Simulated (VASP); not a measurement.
Calculation: PBEsol GGA, VASP's PBE PAW potentials (set 64) (plane waves; VASP).

VASP ran on this input.

POSCAR:
```
BP
1.0
  0.0000000000   2.2207340395   2.2207340395
  2.2207340395   0.0000000000   2.2207340395
  2.2207340395   2.2207340395   0.0000000000
B P
1 1
Cartesian
  0.0000000000   0.0000000000   0.0000000000
  1.1103670197   1.1103670197   1.1103670197
```

### KPOINTS
```
Automatic mesh
0
Gamma
10 10 10
0 0 0
```

### INCAR
```
# general
SYSTEM  = BP
PREC    = Accurate
ENCUT   = 620   # plane-wave cut-off (eV)
LREAL   = .FALSE.   # projection in real space or not
LASPH   = .TRUE.

# electronic loop
EDIFF   = 1E-6   # SCF stop (eV)
NELM    = 100   # most electronic steps
ALGO    = Normal   # blocked Davidson

# smearing
ISMEAR  = 0   # Gaussian
SIGMA   = 0.05   # width (eV)

# functional
GGA     = PS   # PBEsol

# ions
IBRION  = 2   # conjugate gradients
NSW     = 40   # most ionic steps
ISIF    = 3   # ions, shape and volume
EDIFFG  = -0.02
PSTRESS = 100   # kbar

# output
LWAVE   = .FALSE.
LCHARG  = .FALSE.
```

POTCAR, in this order: B P (PBE.64 set). Program: vasp_std.

Output

File OUTCAR:
```
 ion  position               nearest neighbor table
   1  0.000  0.000  0.000-   2 1.92   2 1.92   2 1.92   2 1.92
   2  0.250  0.250  0.250-   1 1.92   1 1.92   1 1.92   1 1.92
  LATTYP: Found a face centered cubic cell.
 ALAT       =     4.4414680790
 Subroutine PRICEL returns:
 Original cell was already a primitive cell.
 Subroutine GETGRP returns: Found 24 space group operations
The static configuration has the point symmetry T_d .
The dynamic configuration has the point symmetry T_d .
 Subroutine INISYM returns: Found 24 space group operations
 Subroutine IBZKPT returns following result:
 Found     47 irreducible k-points:

 Following reciprocal coordinates:
            Coordinates               Weight
  0.000000  0.000000  0.000000      1.000000
  0.100000  0.000000  0.000000      8.000000
  0.200000  0.000000  0.000000      8.000000
  0.300000  0.000000  0.000000      8.000000
  0.400000  0.000000  0.000000      8.000000
  0.500000  0.000000  0.000000      4.000000
  0.100000  0.100000  0.000000      6.000000
  0.200000  0.100000  0.000000     24.000000
  0.300000  0.100000  0.000000     24.000000
...
```

OSZICAR:
```
       N       E                     dE             d eps       ncg     rms          rms(c)
DAV:   1     0.134813785395E+02    0.13481E+02   -0.45232E+03   752   0.104E+03
DAV:   2    -0.141877026776E+02   -0.27669E+02   -0.26835E+02  1168   0.122E+02
DAV:   3    -0.144907544517E+02   -0.30305E+00   -0.30305E+00   904   0.171E+01
DAV:   4    -0.144913805703E+02   -0.62612E-03   -0.62612E-03  1192   0.806E-01
DAV:   5    -0.144913808428E+02   -0.27255E-06   -0.27255E-06   928   0.135E-02    0.771E+00
DAV:   6    -0.137700433189E+02    0.72134E+00   -0.17549E+00   840   0.738E+00    0.415E+00
DAV:   7    -0.136492941357E+02    0.12075E+00   -0.34572E-01  1128   0.355E+00    0.127E+00
DAV:   8    -0.136391542218E+02    0.10140E-01   -0.29486E-02   840   0.119E+00    0.210E-01
DAV:   9    -0.136392695354E+02   -0.11531E-03   -0.47129E-04  1040   0.208E-01    0.119E-01
DAV:  10    -0.136393201467E+02   -0.50611E-04   -0.11472E-04   840   0.804E-02    0.202E-02
DAV:  11    -0.136393242322E+02   -0.40855E-05   -0.42104E-06  1072   0.187E-02    0.272E-02
DAV:  12    -0.136393245222E+02   -0.29006E-06   -0.12968E-06   440   0.714E-03
   1 F= -.12272197E+02 E0= -.12272197E+02  d E =-.122722E+02
```

### OUTCAR
```
------------------------ aborting loop because EDIFF is reached ----------------------------------------
  FORCE on cell =-STRESS in cart. coord.  units (eV):
  Direction    XX          YY          ZZ          XY          YZ          ZX
  --------------------------------------------------------------------------------------
  Total        1.3640830      1.3640830      1.3640830     -0.0000000     -0.0000000     -0.0000000
  in kB       99.7772946     99.7772946     99.7772946     -0.0000000     -0.0000000     -0.0000000
  external PRESSURE =      -0.2227054 kB  Pullay stress =     100.0000000 kB
  volume of cell :       21.90
      direct lattice vectors                 reciprocal lattice vectors
     0.000000000  2.220734039  2.220734039    -0.225150779  0.225150779  0.225150779
     2.220734039  0.000000000  2.220734039     0.225150779 -0.225150779  0.225150779
     2.220734039  2.220734039  0.000000000     0.225150779  0.225150779 -0.225150779
  FREE ENERGIE OF THE ION-ELECTRON SYSTEM (eV)
  ---------------------------------------------------
  free  energy   TOTEN  =       -13.6393245222 eV

  energy  without entropy=      -13.6393245222  energy(sigma->0) =      -13.63932452
  enthalpy is  TOTEN    =       -12.2721968885 eV   P V=        1.3671276337

 reached required accuracy - stopping structural energy minimisation
```
(Selected blocks of OUTCAR.)

The structure was generated: BP was put into the zinc blende type (F-43m), which need not be its known phase. It was relaxed first under an external pressure of 10 GPa.
